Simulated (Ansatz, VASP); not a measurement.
BiB in VASP and in Ansatz

```
CELL_PARAMETERS angstrom
3.37013 0.00000 0.00000
0.00000 3.37013 0.00000
0.00000 0.00000 3.37013
ATOMIC_POSITIONS crystal
B 0.00000 0.00000 0.00000
Bi 0.50000 0.50000 0.50000
```

Alike in both runs: task single point; functional PBE; k mesh 6 × 6 × 6; occupations fermi-dirac, width 0.02 eV; collinear spin.

|  | VASP | Ansatz |
| --- | --- | --- |
| version | VASP 6.6.1 | Ansatz 0.2.0 |
| potentials or method | VASP PAW PBE potentials, release 64 (B, Bi_d) | plane waves |
| plane-wave cutoff (eV) | 520 | 420 |
| valence electrons in the cell | 18 | 18 |

```csv
,VASP,Ansatz,Ansatz less VASP
gap on the k mesh at the Fermi level (eV),none,none,-
pressure (GPa),-0.5,-0.5,+0.01
net moment per atom (μB),0.00,0.00,0.000
```

A gap of «none» marks a metal or a gap that the smearing closes. Ansatz warned: «moment_headroom_below_auto».

Caveats: spin-orbit coupling is left out, which moves the levels of the heavy elements.
